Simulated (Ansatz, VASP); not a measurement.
**CuGe: VASP beside Ansatz**

```
Cu Ge
1.0
     2.89287    0.00000    0.00000
     0.00000    2.89287    0.00000
     0.00000    0.00000    3.61826
Cu Ge
1 1
Direct
  0.50000 0.50000 0.50000
  0.00000 0.00000 0.00000
```

Alike in both runs: functional PBE; k mesh 6 × 6 × 4; occupations gaussian, width 0.1 eV; no spin polarisation.

Ansatz relaxed the structure, and its values are those at the end. VASP's run is a single point on that final structure, the one shown.

```csv
,VASP,Ansatz
version,VASP 6.6.1,Ansatz 0.2.0
potentials or method,"VASP PAW PBE potentials, release 64 (Cu, Ge_d)","scalar-relativistic, plane waves, PAW"
plane-wave cutoff (eV),520,420
valence electrons in the cell,25,33
```

|  | VASP | Ansatz | Ansatz less VASP |
| --- | --- | --- | --- |
| gap on the k mesh at the Fermi level (eV) | none | none | - |
| pressure (GPa) | -0.1 | 0.0 | +0.06 |

A gap of «none» marks a metal or a gap that the smearing closes. With one functional, cell and mesh, what is left measures potentials, basis and numerics. The two sets of potentials don't hold the same shells in valence.

Caveats: the k mesh is coarse (spacing up to 0.43 Å⁻¹), so the values aren't converged.
